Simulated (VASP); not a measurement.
Given:

```
KCl
1.0
    0.00000     3.20790     3.20790
    3.20790     0.00000     3.20790
    3.20790     3.20790     0.00000
K Cl
1 1
Direct
  0.00000   0.00000   0.00000
  0.50000   0.50000   0.50000
```

Calculation: PBE GGA, VASP's PBE PAW potentials (set 64) (plane waves; VASP 6.6.1). Settings: 400 eV cut-off, 7×7×7 Monkhorst-Pack mesh, Gaussian smearing of 0.050 eV, potentials K_sv Cl.

Gaps are read on the run's mesh, which can miss a band edge.

Problem. What does the run give for the energy per atom (σ→0), band gap (on the k-mesh) with the smallest direct gap where there is one?

Solution. 
```
Item                                                  Value
-----------------------------------  ----------------------
band gap (on the k-mesh)                            4.99 eV
smallest direct gap (on the k-mesh)                 4.99 eV
energy per atom (σ→0)                -328.5 kJ/mol of atoms
```

The absolute energy has meaning only against runs of the same code, potentials and settings.

The compound is KCl in the rock salt structure. The cell was not relaxed at this level. The run is one of a series of settings (KPOINTS 7×7×7 Monkhorst-Pack mesh against the base run), some of them coarse on purpose.
